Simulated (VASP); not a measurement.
```yaml
crystal:
  lattice:
    - [4.60278, 0.00000, 0.00000]
    - [-2.30139, 3.98612, 0.00000]
    - [0.00000, 0.00000, 7.25667]
  atoms:
    - { symbol: Mg, position: [0.00000, 0.00000, 0.00000] }
    - { symbol: Mg, position: [0.33333, 0.66667, 0.36676] }
    - { symbol: Mg, position: [0.66667, 0.33333, 0.63324] }
    - { symbol: Sb, position: [0.33333, 0.66667, 0.77404] }
    - { symbol: Sb, position: [0.66667, 0.33333, 0.22596] }
```

Method: modified Becke-Johnson potential (mBJ) with spin-orbit coupling, VASP's PBE PAW potentials (set 64) (plane waves; VASP). Numerical set-up: 400 eV cut-off, 4×4×2 Γ-centred mesh, Gaussian smearing of 0.050 eV, potentials Mg Sb.

mBJ is a potential without an energy functional, so only the levels count. The path is coarsely sampled, so an indirect gap can come out somewhat too large.

Task: Estimate the band gap (over mesh and band path) with the smallest direct gap where there is one.

Result: 
The band gap (over mesh and band path) comes out as 0.54 eV and the smallest direct gap (over mesh and band path) comes out as 1.49 eV.

Only differences to runs with the same potentials and settings are physical.

The structure comes from a computed database's Mg3Sb2 entry (P-3m1); how it stands against other phases isn't given here. It was relaxed first. The k-mesh is coarse (spacing up to 0.43 per Å, 2π included), so the numbers may not be converged in it. The cell's shape comes from a PBE relaxation.
